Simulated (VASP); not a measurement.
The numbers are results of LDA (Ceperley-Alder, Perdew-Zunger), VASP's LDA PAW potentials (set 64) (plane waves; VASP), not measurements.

The input files of a VASP run:

### KPOINTS
```
Automatic mesh
0
Gamma
4 4 1
0 0 0
```

**INCAR**
```
SYSTEM = KZnF3
PREC = Accurate
ENCUT = 400
EDIFF = 1E-6
NELM = 100
ALGO = Normal
LREAL = .FALSE.
LASPH = .TRUE.
ISMEAR = 0
SIGMA = 0.2
LMAXMIX = 4
LWAVE = .FALSE.
LCHARG = .FALSE.
ISIF = 2
```

### POSCAR
```
KZnF3
1
    4.0308260000     0.0000000000     0.0000000000
    0.0000000000     4.0308260000     0.0000000000
    0.0000000000     0.0000000000    18.0711000000
K Zn F
2 2 6
Direct
  0.0000000000   0.0000000000   0.4440070000
  0.0000000000   0.0000000000   0.6679780000
  0.5000000000   0.5000000000   0.3320220000
  0.5000000000   0.5000000000   0.5559930000
  0.5000000000   0.5000000000   0.4440070000
  0.0000000000   0.5000000000   0.3320220000
  0.5000000000   0.0000000000   0.3320220000
  0.5000000000   0.5000000000   0.6679780000
  0.0000000000   0.5000000000   0.5559930000
  0.5000000000   0.0000000000   0.5559930000
```

POTCAR, in this order: K_sv Zn F (LDA.64 set). Program: vasp_std.

What VASP printed:

### OSZICAR
```
       N       E                     dE             d eps       ncg     rms          rms(c)
DAV:   1     0.837785360325E+03    0.83779E+03   -0.35780E+04   616   0.135E+03
DAV:   2     0.625444366656E+02   -0.77524E+03   -0.75296E+03   744   0.413E+02
DAV:   3    -0.443510428225E+02   -0.10690E+03   -0.10644E+03   668   0.166E+02
DAV:   4    -0.499091373239E+02   -0.55581E+01   -0.55411E+01   816   0.323E+01
DAV:   5    -0.500489608475E+02   -0.13982E+00   -0.13971E+00   976   0.443E+00    0.161E+01
DAV:   6    -0.452774261001E+02    0.47715E+01   -0.15873E+01   920   0.426E+01    0.995E+00
DAV:   7    -0.452400229428E+02    0.37403E-01   -0.39036E+00   752   0.111E+01    0.673E+00
DAV:   8    -0.451688954500E+02    0.71127E-01   -0.25166E+00   912   0.250E+01    0.352E+00
DAV:   9    -0.449972511583E+02    0.17164E+00   -0.53505E-01   960   0.154E+01    0.120E+00
DAV:  10    -0.449729712862E+02    0.24280E-01   -0.40099E-01   968   0.938E+00    0.602E-01
DAV:  11    -0.449671609292E+02    0.58104E-02   -0.82107E-02   720   0.181E+00    0.485E-01
DAV:  12    -0.449581071175E+02    0.90538E-02   -0.28036E-02   856   0.127E+00    0.164E-01
DAV:  13    -0.449572833517E+02    0.82377E-03   -0.37652E-03   816   0.733E-01    0.821E-02
DAV:  14    -0.449565315804E+02    0.75177E-03   -0.41953E-03   832   0.132E+00    0.120E-01
DAV:  15    -0.449563230063E+02    0.20857E-03   -0.34580E-03   944   0.939E-01    0.542E-02
DAV:  16    -0.449570745798E+02   -0.75157E-03   -0.89195E-04   816   0.288E-01    0.442E-02
DAV:  17    -0.449579473193E+02   -0.87274E-03   -0.29102E-04   848   0.190E-01    0.153E-02
DAV:  18    -0.449588910846E+02   -0.94377E-03   -0.21802E-04   806   0.184E-01    0.338E-02
DAV:  19    -0.449591869423E+02   -0.29586E-03   -0.12839E-04   768   0.688E-02    0.152E-02
DAV:  20    -0.449592987871E+02   -0.11184E-03   -0.39146E-05   832   0.612E-02    0.509E-03
DAV:  21    -0.449593547074E+02   -0.55920E-04   -0.72884E-06   644   0.248E-02    0.353E-03
DAV:  22    -0.449593793415E+02   -0.24634E-04   -0.36310E-06   572   0.130E-02    0.202E-03
DAV:  23    -0.449593928177E+02   -0.13476E-04   -0.68273E-07   438   0.772E-03    0.142E-03
DAV:  24    -0.449593994217E+02   -0.66040E-05   -0.95605E-07   414   0.644E-03    0.926E-04
DAV:  25    -0.449593995310E+02   -0.10929E-06   -0.23856E-07   440   0.353E-03
   1 F= -.44959400E+02 E0= -.44959400E+02  d E =-.314568E-10
```

**OUTCAR**
```
------------------------ aborting loop because EDIFF is reached ----------------------------------------
  FORCE on cell =-STRESS in cart. coord.  units (eV):
  Direction    XX          YY          ZZ          XY          YZ          ZX
  --------------------------------------------------------------------------------------
  Total      -12.6489531    -12.6489531    -10.0022856      0.0000000      0.0000000      0.0000000
  in kB      -69.0227843    -69.0227843    -54.5804539      0.0000000      0.0000000      0.0000000
  external PRESSURE =     -64.2086741 kB  Pullay stress =       0.0000000 kB
  volume of cell :      293.61
      direct lattice vectors                 reciprocal lattice vectors
     4.030826000  0.000000000  0.000000000     0.248088109  0.000000000  0.000000000
     0.000000000  4.030826000  0.000000000     0.000000000  0.248088109  0.000000000
     0.000000000  0.000000000 18.071100000     0.000000000  0.000000000  0.055336975
 POSITION                                       TOTAL-FORCE (eV/Angst)
 -----------------------------------------------------------------------------------
      0.00000      0.00000      8.02369         0.000000      0.000000     -0.047644
      0.00000      0.00000     12.07110         0.000000      0.000000     -0.525499
      2.01541      2.01541      6.00000         0.000000     -0.000000      0.858075
      2.01541      2.01541     10.04741         0.000000      0.000000      0.401061
      2.01541      2.01541      8.02369         0.000000     -0.000000     -0.161665
      0.00000      2.01541      6.00000         0.000000     -0.000000     -0.156591
      2.01541      0.00000      6.00000         0.000000      0.000000     -0.156591
      2.01541      2.01541     12.07110         0.000000      0.000000     -0.154890
      0.00000      2.01541     10.04741        -0.000000      0.000000     -0.028128
      2.01541      0.00000     10.04741         0.000000      0.000000     -0.028128
 -----------------------------------------------------------------------------------
    total drift:                                0.000000      0.000000     -0.001017
  FREE ENERGIE OF THE ION-ELECTRON SYSTEM (eV)
  ---------------------------------------------------
  free  energy   TOTEN  =       -44.9593995310 eV

  energy  without entropy=      -44.9593995310  energy(sigma->0) =      -44.95939953
```
(Selected blocks of OUTCAR.)

At this cut-off the stress carries a Pulay error, which pulls relaxed volumes low. The cell holds a wide vacuum, so values per volume refer to the whole cell.

The cell is a sheet with vacuum, built from a database entry that may be metastable or hypothetical.
